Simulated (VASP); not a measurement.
Energy against volume of BaHfO₃ (cubic perovskite). Level of theory: revPBE GGA, VASP's PBE PAW potentials (set 64) (plane waves; VASP). Numerical set-up: 520 eV cut-off, 5×5×5 Γ-centred mesh, Gaussian smearing of 0.050 eV, potentials Ba_sv Hf_pv O.

| V (Å³/atom) | E (eV/atom) |
|---|---|
| 14.191 | -8.33280 |
| 14.644 | -8.35479 |
| 15.096 | -8.36181 |
| 15.549 | -8.35610 |

Fit these four points and predict the energy of the run at 16.002 Å³/atom.

A cubic in V^(−2/3), the third-order Birch-Murnaghan form, passes through the four points with V0 = 15.11 Å³/atom and B0 = 150 GPa, and gives -8.3395 eV/atom there. The run gave -8.3395 eV/atom, -0.0 meV/atom from the fit; all five points give B0 = 149 GPa.

The compound is BaHfO3 in the cubic perovskite structure. It was relaxed first.
